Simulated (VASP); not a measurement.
Consider the following.

```
Si
1.0
    3.87907     0.00000     0.00000
   -1.93953     3.35937     0.00000
    0.00000     0.00000    15.72144
Si
2
Direct
  0.00000   0.00000   0.50000
  0.66667   0.33333   0.50000
```

These are r2SCAN meta-GGA, VASP's PBE PAW potentials (set 64) (plane waves; VASP 6.6.1) values and carry that method's errors. Numerical set-up: 400 eV cut-off, 9×9×1 Γ-centred mesh, tetrahedra with Blöchl corrections, potentials Si.

The cell holds a wide vacuum, so values per volume refer to the whole cell.

### Question
Give the energies of bands 2 to 7 at the high-symmetry points, in eV from the Fermi level.

### Answer

```json
[
 {"band": "2", "Γ": "-3.35", "M": "-7.92", "K": "-8.60"},
 {"band": "3", "Γ": "-1.91", "M": "-3.32", "K": "-5.13"},
 {"band": "4", "Γ": "-1.91", "M": "-1.07", "K": "0.00"},
 {"band": "5", "Γ": "1.93", "M": "0.76", "K": "0.00"},
 {"band": "6", "Γ": "2.79", "M": "0.89", "K": "4.42"},
 {"band": "7", "Γ": "2.79", "M": "6.36", "K": "5.50"}
]
```

It has no gap at this level: it comes out as a metal or semimetal.

The cell is a sheet with vacuum, built from a generated structure.
